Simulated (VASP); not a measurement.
Output of a VASP run:

File OSZICAR:
```
       N       E                     dE             d eps       ncg     rms          rms(c)
DAV:   1     0.166875395450E+02    0.16688E+02   -0.47082E+03   904   0.996E+02
DAV:   2    -0.164804389268E+02   -0.33168E+02   -0.32582E+02  1168   0.180E+02
DAV:   3    -0.171485907214E+02   -0.66815E+00   -0.66815E+00  1048   0.315E+01
DAV:   4    -0.171504838889E+02   -0.18932E-02   -0.18932E-02  1304   0.161E+00
DAV:   5    -0.171504870919E+02   -0.32030E-05   -0.32030E-05  1096   0.532E-02    0.942E+00
DAV:   6    -0.144811605247E+02    0.26693E+01   -0.13147E+01  1056   0.264E+01    0.319E+00
DAV:   7    -0.144499152525E+02    0.31245E-01   -0.21408E-01  1080   0.418E+00    0.219E+00
DAV:   8    -0.144434413258E+02    0.64739E-02   -0.17511E-02   960   0.190E+00    0.392E-01
DAV:   9    -0.144432196781E+02    0.22165E-03   -0.66829E-04  1344   0.215E-01    0.217E-01
DAV:  10    -0.144433014980E+02   -0.81820E-04   -0.22406E-04   952   0.133E-01    0.361E-02
DAV:  11    -0.144432998550E+02    0.16430E-05   -0.10364E-05  1104   0.265E-02    0.123E-02
DAV:  12    -0.144433002908E+02   -0.43586E-06   -0.79037E-07   648   0.998E-03
   1 F= -.93816254E+01 E0= -.93816254E+01  d E =-.938163E+01
```

### OUTCAR
```
------------------------ aborting loop because EDIFF is reached ----------------------------------------
  FORCE on cell =-STRESS in cart. coord.  units (eV):
  Direction    XX          YY          ZZ          XY          YZ          ZX
  --------------------------------------------------------------------------------------
  Total        5.0635274      5.0635274      5.0635274     -0.0000000      0.0000000     -0.0000000
  in kB      450.1646986    450.1646986    450.1646986     -0.0000000      0.0000000     -0.0000000
  external PRESSURE =       0.1646986 kB  Pullay stress =     450.0000000 kB
  volume of cell :       18.02
      direct lattice vectors                 reciprocal lattice vectors
     0.000000000  2.080913879  2.080913879    -0.240279045  0.240279045  0.240279045
     2.080913879  0.000000000  2.080913879     0.240279045 -0.240279045  0.240279045
     2.080913879  2.080913879  0.000000000     0.240279045  0.240279045 -0.240279045
  FREE ENERGIE OF THE ION-ELECTRON SYSTEM (eV)
  ---------------------------------------------------
  free  energy   TOTEN  =       -14.4433002908 eV

  energy  without entropy=      -14.4433002908  energy(sigma->0) =      -14.44330029
  enthalpy is  TOTEN    =        -9.3816253980 eV   P V=        5.0616748929

 reached required accuracy - stopping structural energy minimisation
```
(Selected blocks of OUTCAR.)

**POSCAR**
```
AlN
1
    0.0000000000     2.0809138788     2.0809138788
    2.0809138788    -0.0000000000     2.0809138788
    2.0809138788     2.0809138788    -0.0000000000
Al N
1 1
Direct
  1.0000000000   1.0000000000   1.0000000000
  0.2500000000   0.2500000000   0.2500000000
```

Task: Reconstruct the remaining input files.

Result: Several could match; the one computed here: the input of the run itself, PBE GGA, plane waves, VASP's PBE PAW potentials (set 64).

INCAR:
```
SYSTEM = AlN
PREC = Accurate
ENCUT = 620
EDIFF = 1E-6
NELM = 100
ALGO = Normal
LREAL = .FALSE.
LASPH = .TRUE.
ISMEAR = 0
SIGMA = 0.05
GGA = PE
LWAVE = .FALSE.
LCHARG = .FALSE.
IBRION = 2
ISIF = 3
NSW = 40
EDIFFG = -0.02
PSTRESS = 450
```

**KPOINTS**
```
Automatic mesh
0
Gamma
11 11 11
0 0 0
```

POTCAR, in this order: Al N (PBE.64 set). Program: vasp_std.

The compound is AlN in the zinc blende structure, a metastable form; wurtzite is the usual one. It was relaxed first under an external pressure of 45 GPa.
